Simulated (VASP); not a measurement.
# CoC23 (a cell with a defect) in VASP: further runs

The runs below take CoC23 (a cell with a defect) through relaxation of the atoms, single point, with PBEsol+U.

Program: VASP 6.6.1. These are calculated values, not measurements. Logs are shortened: lines on timing, memory, paths and dates and some standing lists are left out, and cuts for length are marked.

**1. The crystal as given**

The cell holds a defect, 24 atoms: a = 7.566 Å, b = 5.044 Å, c = 5.044 Å, α = 60.00°, β = 60.00°, γ = 60.00°.

**2. Relaxation of the atoms, PBEsol+U, collinear spin, ferromagnetic start (atoms moved at random, drawn with an rms of 0.05 Å)**

File INCAR:

```
PREC     = Accurate       # precision mode
ENCUT    = 450            # plane-wave cutoff, eV
EDIFF    = 1E-5           # SCF threshold, eV
ISMEAR   = 0              # smearing method
SIGMA    = 0.03           # smearing width, eV
LREAL    = Auto         
LASPH    = True           # aspherical terms in the spheres
NELM     = 120            # most SCF steps
ALGO     = Normal         # electronic algorithm
ISIF     = 2              # what is computed and relaxed
LWAVE    = False          # write WAVECAR
LCHARG   = False          # write CHGCAR
ISPIN    = 2              # spin polarisation
MAGMOM   = 5 0 0 0 0 0 0 0 0 0 0 0 0 0 0 0 0 0 0 0 0 0 0 0 # initial moments
LORBIT   = 11             # projections on sites
NUPDOWN  = 5              # fixed moment
LMAXMIX  = 4              # l up to which the mixer works
LDAU     = True           # DFT+U
LDAUTYPE = 2            
LDAUL    = 2 -1           # shell
LDAUU    = 4 0            # U, eV
LDAUJ    = 0 0          
LDAUPRINT= 1            
GGA      = PS             # functional
IBRION   = 2              # ionic algorithm
NSW      = 60             # ionic steps
EDIFFG   = -0.03          # ionic threshold
ISYM     = 0            
KPAR     = 4
```

File KPOINTS:

```
Automatic mesh
0
Gamma
  3 4 4
```

File POSCAR:

```
CoC23
1.0
    0.0000000000      5.3503200000      5.3503200000
    3.5668800000      0.0000000000      3.5668800000
    3.5668800000      3.5668800000      0.0000000000
Co C
1 23
Direct
   -0.0017600000      0.0111080000     -0.0074660000
   -0.0025850000      0.0016260000      0.5098920000
    0.0005410000      0.4876590000     -0.0059410000
   -0.0002570000      0.5013190000      0.5018890000
    0.3339000000      0.0052090000      0.0009910000
    0.3355680000     -0.0070530000      0.4932780000
    0.3341620000      0.4996830000     -0.0034840000
    0.3313730000      0.5103960000      0.4859770000
    0.6615030000      0.0002540000      0.0008470000
    0.6765430000     -0.0188430000      0.4880910000
    0.6600180000      0.5038060000     -0.0042940000
    0.6725730000      0.4970630000      0.4812160000
    0.0943230000      0.1131940000      0.1331490000
    0.0925650000      0.1209910000      0.6212720000
    0.0860180000      0.6252870000      0.1143960000
    0.0857540000      0.6260620000      0.6239350000
    0.4224570000      0.1258670000      0.1173250000
    0.4106110000      0.1220220000      0.6264610000
    0.4176940000      0.6325880000      0.1220560000
    0.4097510000      0.6384380000      0.6245000000
    0.7494680000      0.1164670000      0.1309950000
    0.7472340000      0.1314220000      0.6167880000
    0.7468050000      0.6172310000      0.1288780000
    0.7514580000      0.6258290000      0.6203670000
```

Potentials or basis: VASP PAW PBE potentials, release 64 (Co, C).

On the command line:

```
$ cat potpaw_PBE.64/Co/POTCAR potpaw_PBE.64/C/POTCAR > POTCAR
$ mpirun -np 4 vasp_std > vasp.out
```

OUTCAR:

```text
PREC = Accurate
   ENCUT = 450
   EDIFF = 1E-5
   ISMEAR = 0
   LREAL = Auto
   LASPH = True
   NELM = 120
   ISIF = 2
   ISPIN = 2
   LORBIT = 11
   NUPDOWN = 5
   GGA = PS
   IBRION = 2
   NSW = 60
   EDIFFG = -0.03
   ISYM = 0

 ion  position               nearest neighbor table
   1  0.998  0.011  0.993-  14 1.53  21 1.54  15 1.59  13 1.60   3 2.42   2 2.46  10 2.47   4 2.47
                            11 2.52   6 2.54   5 2.55   9 2.55   7 2.56   4 2.57   2 2.58
   2  0.997  0.002  0.510-  14 1.54  16 1.55  22 1.55  13 1.55   1 2.46   1 2.58
   3  0.001  0.488  0.994-  16 1.53  13 1.55  23 1.57  15 1.59   1 2.42
   4  1.000  0.501  0.502-  24 1.53  16 1.55  14 1.57  15 1.60   1 2.47   1 2.57
   5  0.334  0.005  0.001-  13 1.48  17 1.52  19 1.53  18 1.54   1 2.55
   6  0.336  0.993  0.493-  20 1.46  14 1.50  18 1.54  17 1.55   1 2.54
   7  0.334  0.500  0.997-  15 1.53  20 1.53  17 1.54  19 1.58   1 2.56
   8  0.331  0.510  0.486-  19 1.50  16 1.52  20 1.58  18 1.60
   9  0.662  0.000  0.001-  17 1.48  21 1.56  23 1.58  22 1.58   1 2.55
  10  0.677  0.981  0.488-  24 1.46  21 1.47  22 1.59  18 1.64   1 2.47
  11  0.660  0.504  0.996-  19 1.50  24 1.55  23 1.55  21 1.60   1 2.52
  12  0.673  0.497  0.481-  23 1.45  22 1.51  24 1.59  20 1.63
  13  0.094  0.113  0.133-   5 1.48   3 1.55   2 1.55   1 1.60
  14  0.093  0.121  0.621-   6 1.50   1 1.53   2 1.54   4 1.57
  15  0.086  0.625  0.114-   7 1.53   1 1.59   3 1.59   4 1.60
  16  0.086  0.626  0.624-   8 1.52   3 1.53   2 1.55   4 1.55
  17  0.422  0.126  0.117-   9 1.48   5 1.52   7 1.54   6 1.55
  18  0.411  0.122  0.626-   5 1.54   6 1.54   8 1.60  10 1.64
  19  0.418  0.633  0.122-  11 1.50   8 1.50   5 1.53   7 1.58
  20  0.410  0.638  0.624-   6 1.46   7 1.53   8 1.58  12 1.63
  21  0.749  0.116  0.131-  10 1.47   1 1.54   9 1.56  11 1.60
  22  0.747  0.131  0.617-  12 1.51   2 1.55   9 1.58  10 1.59
  23  0.747  0.617  0.129-  12 1.45  11 1.55   3 1.57   9 1.58
  24  0.751  0.626  0.620-  10 1.46   4 1.53  11 1.55  12 1.59

IMPORTANT INFORMATION: All symmetrisations will be switched off!
NOSYMM: (Re-)initialisation of all symmetry stuff for point group C_1.

----------------------------------------------------------------------------------------

                                     Primitive cell

  volume of cell :     136.1403

  direct lattice vectors                    reciprocal lattice vectors
     0.000000000  5.350320000  5.350320000    -0.093452354  0.093452354  0.093452354
     3.566880000  0.000000000  3.566880000     0.140178531 -0.140178531  0.140178531
     3.566880000  3.566880000  0.000000000     0.140178531  0.140178531 -0.140178531

  length of vectors
     7.566495107  5.044330071  5.044330071     0.161864226  0.242796338  0.242796338

  position of ions in fractional coordinates (direct lattice)
     0.998240000  0.011108000  0.992534000
     0.997415000  0.001626000  0.509892000
     0.000541000  0.487659000  0.994059000
     0.999743000  0.501319000  0.501889000
     0.333900000  0.005209000  0.000991000
     0.335568000  0.992947000  0.493278000
[... 16 lines left out ...]
     0.746805000  0.617231000  0.128878000
     0.751458000  0.625829000  0.620367000

  ion indices of the primitive-cell ions
   primitive index   ion index
                 1           1
                 2           2
                 3           3
                 4           4
                 5           5
                 6           6
[... 16 lines left out ...]
                23          23
                24          24

----------------------------------------------------------------------------------------

 KPOINTS: Automatic mesh

Automatic generation of k-mesh.
 Grid dimensions read from file:
 generate k-points for:    3    4    4

 Generating k-lattice:

  Cartesian coordinates                     Fractional coordinates (reciprocal lattice)
    -0.031150785  0.031150785  0.031150785     0.333333333  0.000000000  0.000000000
     0.035044633 -0.035044633  0.035044633     0.000000000  0.250000000  0.000000000
     0.035044633  0.035044633 -0.035044633     0.000000000  0.000000000  0.250000000

  Length of vectors
     0.053954742  0.060699085  0.060699085
[... 114 lines left out ...]
  energy-cutoff  :      450.00
  volume of cell :      136.14
 maximum number of plane-waves:      2968
 NGX is ok and might be reduce to    54
   NGX = 27   NGY = 17   NGZ = 17

--------------------------------------- Ionic step        1  -------------------------------------------

 number of electron     101.0000003 magnetization       5.0000000

 Free energy of the ion-electron system (eV)
  ---------------------------------------------------
  ext. energy  EPLUGINS =         0.00000000
  ---------------------------------------------------
  free energy    TOTEN  =      -209.56941258 eV

  energy without entropy =     -209.56884411  energy(sigma->0) =     -209.56912835

------------------------ aborting loop because EDIFF is reached ----------------------------------------

  FORCE on cell =-STRESS in cart. coord.  units (eV):
  Direction    XX          YY          ZZ          XY          YZ          ZX
  --------------------------------------------------------------------------------------
  -------------------------------------------------------------------------------------
  Total       32.1973454     32.4721916     33.4015983      0.0344272      0.9520836     -5.8644098
  in kB      378.9168325    382.1513797    393.0891710      0.4051592     11.2046660    -69.0157391
  external PRESSURE =     384.7191277 kB  Pullay stress =       0.0000000 kB
[... 45 lines left out ...]
--------------------------------------- Ionic step        2  -------------------------------------------

 number of electron     101.0000000 magnetization       4.9999999

 E-fermi :  10.6420     XC(G=0): -13.5884

 val. band max:       14.2843939071   @ k =   0.3333   0.0000   0.0000
 cond. band min:      11.5587286580   @ k =   0.0000   0.5000   0.5000
 fundamental gap:     -2.7256652490
 Fermi energy:        14.3254126265

 spin component 1

 k-point     1 :       0.0000    0.0000    0.0000
  band No.  band energies     occupation
      1     -13.7593      1.00000
      2     -10.5912      1.00000
      3      -8.5192      1.00000
      4      -7.6876      1.00000
      5      -7.0002      1.00000
      6      -6.7289      1.00000
[... 3113 lines left out ...]
     61      17.4601      0.00000
     62      17.7436      0.00000

 [... further k-points ...]

 [bands above 62 left out]

------------------------ aborting loop because EDIFF is reached ----------------------------------------

  FORCE on cell =-STRESS in cart. coord.  units (eV):
  Direction    XX          YY          ZZ          XY          YZ          ZX
  --------------------------------------------------------------------------------------
  -------------------------------------------------------------------------------------
  Total       39.4136783     31.3223236     40.0417511     -2.7937480      4.0844993     -2.5159202
  in kB      463.8427779    368.6190742    471.2342986    -32.8784297     48.0687309    -29.6087929
  external PRESSURE =     434.5653836 kB  Pullay stress =       0.0000000 kB
[... 97 lines left out ...]
  FREE ENERGIE OF THE ION-ELECTRON SYSTEM (eV)
  ---------------------------------------------------
  free  energy   TOTEN  =      -215.0076465579 eV

  energy  without entropy=     -215.0076465579  energy(sigma->0) =     -215.00764656

[... ionic steps 4 to 16 ...]

--------------------------------------- Ionic step       17  -------------------------------------------

 number of electron     101.0000003 magnetization       5.0000000

------------------------ aborting loop because EDIFF is reached ----------------------------------------
[... 105 lines left out ...]
  FREE ENERGIE OF THE ION-ELECTRON SYSTEM (eV)
  ---------------------------------------------------
  free  energy   TOTEN  =      -215.4328716867 eV

  energy  without entropy=     -215.4328716867  energy(sigma->0) =     -215.43287169

atom =   1  type =  1  l = 2

 onsite density matrix

spin component  1

  1.0245  0.0063  0.0026 -0.0038 -0.0001
  0.0063  1.0224  0.0014  0.0063 -0.0023
  0.0026  0.0014  0.9784 -0.0011 -0.0005
 -0.0038  0.0063 -0.0011  1.0245 -0.0023
 -0.0001 -0.0023 -0.0005 -0.0023  0.9790

spin component  2

  0.7812 -0.0020  0.0598  0.0036  0.0006
 -0.0020  0.7847  0.0198 -0.0019 -0.0319
  0.0598  0.0198  0.0867 -0.0301 -0.0001
  0.0036 -0.0019 -0.0301  0.7811 -0.0522
  0.0006 -0.0319 -0.0001 -0.0522  0.0867

 occupancies and eigenvectors

  o =  0.0788  v =  0.0000  0.0000  0.0000  0.0000  0.0000 -0.0738 -0.0013  0.8578  0.0745  0.5031      0.0000  0.0000  0.0000  0.0000  0.0000  0.0000  0.0000  0.0000  0.0000  0.0000
  o =  0.0823  v =  0.0000  0.0000  0.0000  0.0000  0.0000  0.0423  0.0534 -0.5042  0.0424  0.8598      0.0000  0.0000  0.0000  0.0000  0.0000  0.0000  0.0000  0.0000  0.0000  0.0000
  o =  0.7853  v =  0.0000  0.0000  0.0000  0.0000  0.0000 -0.6896  0.0182 -0.0893  0.7164 -0.0549      0.0000  0.0000  0.0000  0.0000  0.0000  0.0000  0.0000  0.0000  0.0000  0.0000
  o =  0.7864  v =  0.0000  0.0000  0.0000  0.0000  0.0000  0.3582  0.8727  0.0414  0.3229 -0.0635      0.0000  0.0000  0.0000  0.0000  0.0000  0.0000  0.0000  0.0000  0.0000  0.0000
  o =  0.7876  v =  0.0000  0.0000  0.0000  0.0000  0.0000 -0.6236  0.4849 -0.0132 -0.6125  0.0230      0.0000  0.0000  0.0000  0.0000  0.0000  0.0000  0.0000  0.0000  0.0000  0.0000
  o =  0.9779  v = -0.0420 -0.0020  0.8583  0.0431  0.5095  0.0000  0.0000  0.0000  0.0000  0.0000      0.0000  0.0000  0.0000  0.0000  0.0000  0.0000  0.0000  0.0000  0.0000  0.0000
  o =  0.9791  v =  0.0262  0.0542 -0.5093  0.0260  0.8581  0.0000  0.0000  0.0000  0.0000  0.0000      0.0000  0.0000  0.0000  0.0000  0.0000  0.0000  0.0000  0.0000  0.0000  0.0000
  o =  1.0127  v =  0.5242 -0.6715 -0.0062  0.5237  0.0068  0.0000  0.0000  0.0000  0.0000  0.0000      0.0000  0.0000  0.0000  0.0000  0.0000  0.0000  0.0000  0.0000  0.0000  0.0000
  o =  1.0285  v = -0.7072 -0.0025 -0.0519  0.7045 -0.0304  0.0000  0.0000  0.0000  0.0000  0.0000      0.0000  0.0000  0.0000  0.0000  0.0000  0.0000  0.0000  0.0000  0.0000  0.0000
  o =  1.0307  v =  0.4719  0.7390  0.0339  0.4764 -0.0555  0.0000  0.0000  0.0000  0.0000  0.0000      0.0000  0.0000  0.0000  0.0000  0.0000  0.0000  0.0000  0.0000  0.0000  0.0000

--------------------------------------- Ionic step       19  -------------------------------------------

 number of electron     101.0000005 magnetization       5.0000000

 Free energy of the ion-electron system (eV)
  ---------------------------------------------------
  ext. energy  EPLUGINS =         0.00000000
  ---------------------------------------------------
  free energy    TOTEN  =      -215.43307775 eV

  energy without entropy =     -215.43307775  energy(sigma->0) =     -215.43307775

 E-fermi :   9.6304     XC(G=0): -13.6219

 val. band max:       13.2076731866   @ k =   0.0000   0.0000   0.0000
 cond. band min:      11.0193974540   @ k =   0.3333   0.0000   0.0000
 fundamental gap:     -2.1882757326
 Fermi energy:        13.3948124598

 spin component 1

 k-point     1 :       0.0000    0.0000    0.0000
  band No.  band energies     occupation
      1     -11.4146      1.00000
      2      -8.6407      1.00000
      3      -8.1872      1.00000
      4      -5.9441      1.00000
      5      -5.8341      1.00000
      6      -5.7924      1.00000
[... 1617 lines left out ...]
     60      16.3969      0.00000
     61      16.7053      0.00000
     62
```

It took 24 min on 4 MPI ranks of Intel Xeon 6975P-C (Granite Rapids), shared host; peak memory 0.47 GiB.

What came out:

```
Free energy                                           : -215.4331 eV
Energy gained by relaxing                             : 244.3 meV/atom
Ionic steps                                           : 19
Largest force after relaxing                          : 0.030 eV/Å
Net moment                                            : 5.00 μB per cell
Site moments                                          : Co +2.98; C +0.02, +0.00, -0.00, +0.01, +0.27, +0.26, +0.03, +0.09, +0.04, +0.23 μB
Valence electrons inside the program's atomic spheres : Co 9.27; C 2.59, 2.58, 2.63, 2.62, 2.71, 2.69, 2.56, 2.57, 2.55
```

Forces in eV/Å, atoms in the order of the input:
```
Co  -0.029  0.006  0.004
C   -0.002 -0.002 -0.005
C   -0.011  0.011 -0.003
C    0.008 -0.006 -0.004
C    0.002 -0.002  0.002
C   -0.006  0.002  0.005
C    0.003 -0.014 -0.005
C    0.016 -0.007  0.000
C    0.001  0.009 -0.001
C   -0.004  0.001  0.007
C    0.002  0.000 -0.006
C   -0.001  0.002  0.002
C   -0.012 -0.007 -0.013
C   -0.006  0.004  0.000
C   -0.011 -0.001  0.003
C    0.018 -0.007 -0.018
C   -0.001  0.008  0.012
C    0.010 -0.002  0.016
C    0.010  0.005 -0.013
C    0.003 -0.001  0.005
C    0.014 -0.003  0.003
C    0.004 -0.002  0.004
C   -0.010  0.007  0.003
C    0.002 -0.001  0.003
```

Step by step:
| step | energy change (eV) | largest force (eV/Å) | pressure (GPa) |
| --- | --- | --- | --- |
| 1 | 0.0000 | 14.2764 | 38.47 |
| 2 | 7.8784 | 9.7325 | 43.46 |
| 3 | -5.4382 | 2.2023 | 28.13 |
| 4 | -5.4426 | 1.9342 | 28.23 |
| 5 | -5.4106 | 2.9965 | 29.33 |
| 6 | -5.7246 | 1.0668 | 28.21 |
| 7 | -5.8070 | 0.6526 | 28.17 |
| 8 | -5.8114 | 0.6010 | 28.16 |
| 9 | -5.8416 | 0.4047 | 27.89 |
| 10 | -5.8430 | 0.3327 | 27.95 |
| 11 | -5.8561 | 0.2624 | 27.91 |
| 12 | -5.8561 | 0.2564 | 27.87 |
| 13 | -5.8614 | 0.1346 | 27.91 |
| 14 | -5.8616 | 0.1051 | 27.86 |
| 15 | -5.8630 | 0.0763 | 27.92 |
| 16 | -5.8630 | 0.0674 | 27.89 |
| 17 | -5.8635 | 0.0388 | 27.82 |
| 18 | -5.8635 | 0.0366 | 27.86 |
| 19 | -5.8637 | 0.0297 | 27.86 |

Final structure:
```xyz
24
Lattice="0.0000 5.3503 5.3503 3.5669 0.0000 3.5669 3.5669 3.5669 0.0000" Properties=species:S:1:pos:R:3 pbc="T T T"
Co    0.0250    5.2926    5.3030
C     1.7626    1.7807    0.0199
C     5.3301    3.5762    1.7915
C     3.5325    1.7857    1.7956
C     3.5717    5.3458    1.7887
C     5.3036    3.5621    5.3772
C     5.3035    5.3685    3.5720
C     3.5557    3.5602    3.5696
C     7.1102    7.1179    7.1280
C     1.8051    5.3331    3.5391
C     5.3719    7.0969    5.3432
C     3.5489    5.3465    5.3562
C     0.9699    0.9937    1.0046
C     2.5324    2.5899    1.0192
C     2.5328    1.0095    2.6005
C     4.4379    2.6757    2.6863
C     0.8248    2.6881    2.6976
C     2.6865    4.4520    2.6541
C     2.6865    2.6451    4.4621
C     4.4339    4.4557    4.4650
C     1.0560    4.2862    4.2957
C     2.6601    6.2376    4.4710
C     2.6607    4.4611    6.2476
C     4.4437    6.2313    6.2409
```

Eigenvalues of the final occupation matrices:
```csv
site,spin,trace,eigenvalues
site 1 d,1,5.03,0.98 0.98 1.01 1.03 1.03
site 1 d,2,2.52,0.08 0.08 0.79 0.79 0.79
```

Caveat: the k mesh is coarse (spacing up to 0.38 Å⁻¹), so the values aren't converged; the cutoff is under 1.25 times the usual one of these potentials, so pressure, stress and relaxed cells hold a basis-set (Pulay) error; the electronic state changed during the relaxation; the PAW data sets were made with another functional, which shifts forces and pressure a little; the total moment is fixed, so each spin has its own Fermi level; the U is typed as a test and isn't derived for this compound. The state reached can hang on the start; a lower one may exist.

[end of part 1 of 2]
